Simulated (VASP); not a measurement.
Level of theory: optB86b-vdW, VASP's PBE PAW potentials (set 64) (plane waves; VASP 6.6.1).

Input for VASP

**KPOINTS**
```
Regular mesh
0
Gamma
 9 9 5
0 0 0
```

File POSCAR:
```
AlN
1
    1.5607488033    -2.7032962192     0.0000000000
    1.5607488033     2.7032962192     0.0000000000
    0.0000000000     0.0000000000     4.9986472234
Al N
2 2
Direct
  0.6666670000   0.3333330000   0.5000537280
  0.3333330000   0.6666670000   0.0000537280
  0.6666670000   0.3333330000   0.8819462720
  0.3333330000   0.6666670000   0.3819462720
```

### INCAR
```
PREC = Accurate
GGA = MK
SYSTEM = AlN
LUSE_VDW = T
LREAL = F   # projection in real space or not
EDIFF = 1E-7
LCHARG = T
LWAVE = F
NELM = 100   # most electronic steps
ALGO = Normal   # blocked Davidson
LEFG = T
PARAM1 = 0.1234
ISMEAR = -5   # tetrahedra, Bloechl
AGGAC = 0.0
ISIF = 2   # forces and stress, cell fixed
NEDOS = 601
LORBIT = 11   # lm-projected
LASPH = T   # aspherical one-centre terms
ENCUT = 520   # plane-wave cut-off (eV)
PARAM2 = 1.0
```

POTCAR, in this order: Al N (PBE.64 set). Program: vasp_std.

What VASP printed:

File OSZICAR:
```
       N       E                     dE             d eps       ncg     rms          rms(c)
DAV:   1     0.561698717198E+02    0.56170E+02   -0.76031E+03   864   0.119E+03
DAV:   2    -0.256771586232E+02   -0.81847E+02   -0.75684E+02  1268   0.223E+02
DAV:   3    -0.298697450948E+02   -0.41926E+01   -0.41701E+01  1132   0.548E+01
DAV:   4    -0.299054317720E+02   -0.35687E-01   -0.35680E-01   992   0.587E+00
DAV:   5    -0.299059358788E+02   -0.50411E-03   -0.50409E-03  1088   0.720E-01    0.122E+01
DAV:   6    -0.251063966358E+02    0.47995E+01   -0.17392E+01  1028   0.317E+01    0.422E+00
DAV:   7    -0.251233253722E+02   -0.16929E-01   -0.66562E-01   968   0.637E+00    0.288E+00
DAV:   8    -0.251134890090E+02    0.98364E-02   -0.89207E-02   976   0.317E+00    0.488E-01
DAV:   9    -0.251086104485E+02    0.48786E-02   -0.20710E-02  1100   0.108E+00    0.243E-01
DAV:  10    -0.251091578292E+02   -0.54738E-03   -0.24018E-03  1000   0.381E-01    0.137E-01
DAV:  11    -0.251090858993E+02    0.71930E-04   -0.19344E-04  1036   0.117E-01    0.349E-02
DAV:  12    -0.251090881654E+02   -0.22661E-05   -0.73259E-06   968   0.270E-02    0.673E-03
DAV:  13    -0.251090881439E+02    0.21496E-07   -0.52051E-06  1020   0.175E-02    0.426E-03
DAV:  14    -0.251090882931E+02   -0.14915E-06   -0.33067E-07   948   0.533E-03    0.848E-04
DAV:  15    -0.251090883020E+02   -0.89511E-08   -0.13109E-08   492   0.111E-03
   1 F= -.25109088E+02 E0= -.25109088E+02  d E =0.000000E+00
```

OUTCAR:
```
------------------------ aborting loop because EDIFF is reached ----------------------------------------
  FORCE on cell =-STRESS in cart. coord.  units (eV):
  Direction    XX          YY          ZZ          XY          YZ          ZX
  --------------------------------------------------------------------------------------
  Total       -0.0210271     -0.0210271      0.0416958      0.0000000      0.0000000      0.0000000
  in kB       -0.7986931     -0.7986931      1.5837750      0.0000000      0.0000000      0.0000000
  external PRESSURE =      -0.0045371 kB  Pullay stress =       0.0000000 kB
  volume of cell :       42.18
      direct lattice vectors                 reciprocal lattice vectors
     1.560748803 -2.703296219  0.000000000     0.320359047 -0.184959383  0.000000000
     1.560748803  2.703296219  0.000000000     0.320359047  0.184959383  0.000000000
     0.000000000  0.000000000  4.998647223     0.000000000  0.000000000  0.200054126
  FREE ENERGIE OF THE ION-ELECTRON SYSTEM (eV)
  ---------------------------------------------------
  free  energy   TOTEN  =       -25.1090883020 eV

  energy  without entropy=      -25.1090883020  energy(sigma->0) =      -25.10908830

 total charge

# of ion       s       p       d       tot
------------------------------------------
    1        0.364   0.434   0.000   0.798
    2        0.364   0.434   0.000   0.798
    3        1.219   2.639   0.000   3.858
    4        1.219   2.639   0.000   3.858
--------------------------------------------------
tot          3.165   6.146   0.000   9.311

 Electric field gradients after diagonalization (V/A^2)
 (convention: |V_zz| > |V_xx| > |V_yy|)
----------------------------------------------------------------------
 ion       V_xx      V_yy      V_zz     asymmetry (V_yy - V_xx)/ V_zz
----------------------------------------------------------------------
   1      -2.518    -2.518     5.036       0.000
   2      -2.518    -2.518     5.036       0.000
   3       0.013     0.012    -0.025       0.025
   4       0.013     0.012    -0.025       0.020
```
(Selected blocks of OUTCAR.)

File OUTCAR:
```
 val. band max:        6.0032612716   @ k =   0.0000   0.0000   0.0000

 cond. band min:      10.1923412569   @ k =   0.0000   0.0000   0.0000


 Fermi energy:         6.0152391096

 k-point     1 :       0.0000    0.0000    0.0000
  band No.  band energies     occupation
      1      -9.0783      2.00000
      2      -6.9568      2.00000
      3       0.0691      2.00000
      4       5.1419      2.00000
      5       5.1419      2.00000
      6       5.7860      2.00000
      7       5.7860      2.00000
      8       6.0033      2.00000
      9      10.1923      0.00000
     10      12.6322      0.00000
     11      16.5584      0.00000
     12      17.0813      0.00000

 k-point     2 :       0.1111    0.0000    0.0000
  band No.  band energies     occupation
      1      -8.9233      2.00000
      2      -6.8698      2.00000
      3       0.2540      2.00000
      4       4.4464      2.00000
      5       4.9462      2.00000
      6       5.1164      2.00000
      7       5.7582      2.00000
      8       5.9329      2.00000
      9      10.8706      0.00000
     10      13.2346      0.00000
     11      15.9155      0.00000
     12      16.1770      0.00000

 k-point     3 :       0.2222   -0.0000    0.0000
  band No.  band energies     occupation
      1      -8.4833      2.00000
      2      -6.6522      2.00000
      3       0.7908      2.00000
      4       2.9625      2.00000
      5       3.8740      2.00000
      6       4.5435      2.00000
      7       5.6289      2.00000
      8       5.6736      2.00000
      9      11.9776      0.00000
     10      13.7470      0.00000
     11      14.3677      0.00000
     12      15.7875      0.00000

 k-point     4 :       0.3333    0.0000    0.0000
  band No.  band energies     occupation
      1      -7.8497      2.00000
      2      -6.4420      2.00000
      3       1.5344      2.00000
      4       1.6251      2.00000
      5       2.7066      2.00000
      6       4.1684      2.00000
...
```

The compound is AlN in the wurtzite structure. It was relaxed first.
